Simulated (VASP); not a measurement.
Output of a VASP run:

OUTCAR:
```
 ion  position               nearest neighbor table
   1  0.233  0.233  0.233-   2 2.91   2 2.91   2 2.91   2 3.35   2 3.35   2 3.35
   2  0.767  0.767  0.767-   1 2.91   1 2.91   1 2.91   1 3.35   1 3.35   1 3.35
  LATTYP: Found a trigonal (rhomboedric) cell.
 ALAT       =     4.5060604418
 COS(alpha) =     0.5425636908
 Subroutine PRICEL returns:
 Original cell was already a primitive cell.
 Subroutine GETGRP returns: Found 12 space group operations
The static configuration has the point symmetry D_3d.
The dynamic configuration has the point symmetry D_3d.
 Subroutine INISYM returns: Found 12 space group operations
 Subroutine IBZKPT returns following result:
 Found     10 irreducible k-points:

 Following reciprocal coordinates:
            Coordinates               Weight
  0.125000  0.125000  0.125000      2.000000
  0.375000  0.125000  0.125000      6.000000
 -0.375000  0.125000  0.125000      6.000000
 -0.125000  0.125000  0.125000      6.000000
  0.375000  0.375000  0.125000      6.000000
 -0.375000  0.375000  0.125000     12.000000
 -0.125000  0.375000  0.125000     12.000000
 -0.375000 -0.375000  0.125000      6.000000
  0.375000  0.375000  0.375000      2.000000
 -0.375000  0.375000  0.375000      6.000000
   k-points           NKPTS =     10   k-points in BZ     NKDIM =     10   number of bands    NBANDS=      9
   number of dos      NEDOS =    301   number of ions     NIONS =      2
   total plane-waves  NPLWV =  27000
   dimension x,y,z NGX =    30 NGY =   30 NGZ =   30
   dimension x,y,z NGXF=    60 NGYF=   60 NGZF=   60
   ions per type =               2
   PREC   = accura    normal or accurate (medium, high low for compatibility)
   ISTART =      0    job   : 0-new  1-cont  2-samecut
   ICHARG =      2    charge: 1-file 2-atom 10-const
   ISPIN  =      1    spin polarized calculation?
   LNONCOLLINEAR =      F non collinear calculations
   LSORBIT =      F    spin-orbit coupling
   INIWAV =      1    electr: 0-lowe 1-rand  2-diag
   ENCUT  =  400.0 eV  29.40 Ry    5.42 a.u.   7.35  7.35  7.35*2*pi/ulx,y,z
   NELM   =    100;   NELMIN=  2; NELMDL= -5     # of ELM steps
   EDIFF  = 0.1E-05   stopping-criterion for ELM
   LREAL  =      F    real-space projection
   NLSPLINE    = F    spline interpolate recip. space projectors
   LMAXMIX     =    4 max onsite mixed and CHGCAR
   VOSKOWN=      0    Vosko Wilk Nusair interpolation
   EDIFFG = 0.1E-04   stopping-criterion for IOM
   NSW    =      0    number of steps for IOM
   NBLOCK =      1;   KBLOCK =      1    inner block; outer block
   IBRION =     -1    ionic relax: 0-MD 1-quasi-New 2-CG
   NFREE  =      0    steps in history (QN), initial steepest desc. (CG)
   ISIF   =      2    stress and relaxation
   ISYM   =      2    0-nonsym 1-usesym 2-fastsym
   TEIN   =    0.0    initial temperature
   TEBEG  =    0.0;   TEEND  =   0.0 temperature during run
   SMASS  =  -3.00    Nose mass-parameter (am)
   PSTRESS=    0.0 pullay stress
   NELECT =      10.0000    total number of electrons
   EFERMI =   0.00;   METHOD = LEGACY
   ISMEAR =     1;   SIGMA  =   0.10  broadening in eV -4-tet -1-fermi 0-gaus
   IALGO  =     38    algorithm
   LDIAG  =      T    sub-space diagonalisation (order eigenvalues)
   IMIX   =      4    mixing-type and parameters
     AMIX     =   0.40;   BMIX     =  1.00
     AMIX_MAG =   1.60;   BMIX_MAG =  1.00
     AMIN     =   0.10
   GGA     = PE    functional components
   VOSKOWN =     0    Vosko Wilk Nusair interpolation
   LHFCALC =     F    Hartree Fock is set to
   LHFONE  =     F    Hartree Fock one center treatment
   AEXX    =    0.0000 exact exchange contribution
   IVDW    =     0    specifies the selected vdW correction
   LEPSILON=     F    determine dielectric tensor
   LRPA    =     F    only Hartree local field effects (RPA)
  energy-cutoff  :      400.00
  volume of cell :       60.43
      direct lattice vectors                 reciprocal lattice vectors
     3.957342000 -2.155000000  0.000000000     0.126347432 -0.232018561 -0.099265996
     3.957342000  2.155000000  0.000000000     0.126347432  0.232018561 -0.099265996
...
```

### OSZICAR
```
       N       E                     dE             d eps       ncg     rms          rms(c)
DAV:   1     0.330906654796E+02    0.33091E+02   -0.32729E+03   180   0.718E+02
DAV:   2    -0.692309993061E+01   -0.40014E+02   -0.38819E+02   269   0.110E+02
DAV:   3    -0.825671105048E+01   -0.13336E+01   -0.13309E+01   200   0.262E+01
DAV:   4    -0.826870725436E+01   -0.11996E-01   -0.11993E-01   206   0.303E+00
DAV:   5    -0.826881832829E+01   -0.11107E-03   -0.11107E-03   213   0.293E-01    0.300E+00
DAV:   6    -0.826617264578E+01    0.26457E-02   -0.57420E-03   203   0.500E-01    0.180E+00
DAV:   7    -0.826540079758E+01    0.77185E-03   -0.90977E-03   183   0.721E-01    0.716E-02
DAV:   8    -0.826547397392E+01   -0.73176E-04   -0.10755E-03   185   0.216E-01    0.260E-02
DAV:   9    -0.826550589559E+01   -0.31922E-04   -0.60970E-05   209   0.630E-02    0.173E-02
DAV:  10    -0.826550761442E+01   -0.17188E-05   -0.76628E-06   194   0.206E-02    0.169E-03
DAV:  11    -0.826550820621E+01   -0.59179E-06   -0.37755E-07    94   0.414E-03
   1 F= -.82655082E+01 E0= -.82642582E+01  d E =-.375010E-02
```

File OUTCAR:
```
------------------------ aborting loop because EDIFF is reached ----------------------------------------
  FORCE on cell =-STRESS in cart. coord.  units (eV):
  Direction    XX          YY          ZZ          XY          YZ          ZX
  --------------------------------------------------------------------------------------
  Total        0.5513145      1.3204958      1.2361243      0.0000000      0.0000000     -0.2547494
  in kB       14.6157824     35.0073857     32.7706324      0.0000000      0.0000000     -6.7536080
  external PRESSURE =      27.4646001 kB  Pullay stress =       0.0000000 kB
  volume of cell :       60.43
      direct lattice vectors                 reciprocal lattice vectors
     3.957342000 -2.155000000  0.000000000     0.126347432 -0.232018561 -0.099265996
     3.957342000  2.155000000  0.000000000     0.126347432  0.232018561 -0.099265996
     2.783820000  0.000000000  3.543293000     0.000000000  0.000000000  0.282223344
 POSITION                                       TOTAL-FORCE (eV/Angst)
 -----------------------------------------------------------------------------------
      2.49810      0.00000      0.82736        -0.061776      0.000000     -0.020460
      8.20040      0.00000      2.71593         0.061776      0.000000      0.020460
 -----------------------------------------------------------------------------------
    total drift:                               -0.000000      0.000000     -0.000000
  FREE ENERGIE OF THE ION-ELECTRON SYSTEM (eV)
  ---------------------------------------------------
  free  energy   TOTEN  =        -8.2655082062 eV

  energy  without entropy=       -8.2617581048  energy(sigma->0) =       -8.26425817
```
(Selected blocks of OUTCAR.)

POSCAR:
```
Sb
1
    3.9573420000    -2.1550000000     0.0000000000
    3.9573420000     2.1550000000     0.0000000000
    2.7838200000     0.0000000000     3.5432930000
Sb
2
Direct
  0.2335000000   0.2335000000   0.2335000000
  0.7665000000   0.7665000000   0.7665000000
```

Reconstruct the remaining input files.

Several could match; the one computed here: the input of the run itself, PBE GGA, plane waves, VASP's PBE PAW potentials (set 64).

### INCAR
```
! general
SYSTEM  = Sb
PREC    = Accurate
ENCUT   = 400   ! plane-wave cut-off (eV)
LREAL   = .FALSE.   ! projection in real space or not
LASPH   = .TRUE.   ! aspherical one-centre terms

! electronic loop
EDIFF   = 1E-6   ! SCF stop (eV)
NELM    = 100   ! most electronic steps
ALGO    = Normal   ! blocked Davidson
LMAXMIX = 4   ! l cut-off of mixed one-centre charges

! smearing
ISMEAR  = 1   ! Methfessel-Paxton
SIGMA   = 0.1   ! width (eV)

! functional
GGA     = PE   ! PBE

! ions
ISIF    = 2   ! forces and stress, cell fixed

! output
LWAVE   = .FALSE.
LCHARG  = .FALSE.
```

### KPOINTS
```
Automatic mesh
0
Monkhorst-Pack
4 4 4
0 0 0
```

POTCAR, in this order: Sb (PBE.64 set). Program: vasp_std.

The compound is Sb in the a7 structure. The cell was not relaxed at this level. The k-mesh is coarse (spacing up to 0.44 per Å, 2π included), so the numbers may not be converged in it. The run is one of a series of settings (KPOINTS 4×4×4 Monkhorst-Pack mesh against the base run), some of them coarse on purpose.
